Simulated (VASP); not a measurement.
## SiNi (space group P2_13): computed properties

Computed with r2SCAN meta-GGA, VASP's PBE PAW potentials (set 64) (plane waves; VASP 6.6.1).

```json
{
  "space_group": "P2_13 (198)",
  "cell": "a = b = c = 4.461 Å, α = β = γ = 90.00°",
  "volume_per_atom": "11.10 Å³/atom",
  "band gap (over mesh and band path)": "none (metal, semimetal or under 0.01 eV)",
  "density": "6.49 g/cm³"
}
```

Space group P2₁3 (No. 198); a = b = c = 4.4610 Å, α = β = γ = 90.00°

```csv
atom,site,symmetry,x,y,z
Si,4a,.3.,0.8471,0.8471,0.8471
Ni,4a,.3.,0.1487,0.1487,0.1487
```

The structure comes from a computed database's SiNi entry (P2_13); how it stands against other phases isn't given here. It was relaxed first. Symmetry was kept, so distortions that lower it aren't found. The run is not spin-polarised, so no magnetic state was tried.
